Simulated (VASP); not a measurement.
```
CaF2
1.0
    0.00000     2.67905     2.72461
    2.73721     0.00000     2.72461
    2.73721     2.67905     0.00000
Ca F
1 2
Direct
  0.00000   0.00000   0.00000
  0.25000   0.25000   0.25000
  0.73699   0.76301   0.76301
```

Calculation: PBE GGA, VASP's PBE PAW potentials (set 64) (plane waves; VASP 6.6.1). Settings: 600 eV cut-off, 6×6×6 Γ-centred mesh, Gaussian smearing of 0.050 eV, potentials Ca_sv F.

Question: Which forces act on the atoms, in eV/Å?

Answer: 
```json
[
 {"atom": "Ca1", "Fx": "0.182", "Fy": "0.000", "Fz": "0.000"},
 {"atom": "F2", "Fx": "0.170", "Fy": "0.000", "Fz": "0.000"},
 {"atom": "F3", "Fx": "-0.352", "Fy": "0.000", "Fz": "0.000"}
]
```

Question: Give the stress tensor in GPa (positive for a compressed cell).

Answer: 
```
3.36  0.00  0.00
0.00  5.80  0.91
0.00  0.91  3.81
```
The pressure is its mean diagonal, 4.32 GPa.

The compound is CaF2 in the fluorite structure. The cell was not relaxed at this level, atoms are displaced from their ideal sites. The run is one of a series of settings (ENCUT = 600 against the base run), some of them coarse on purpose.
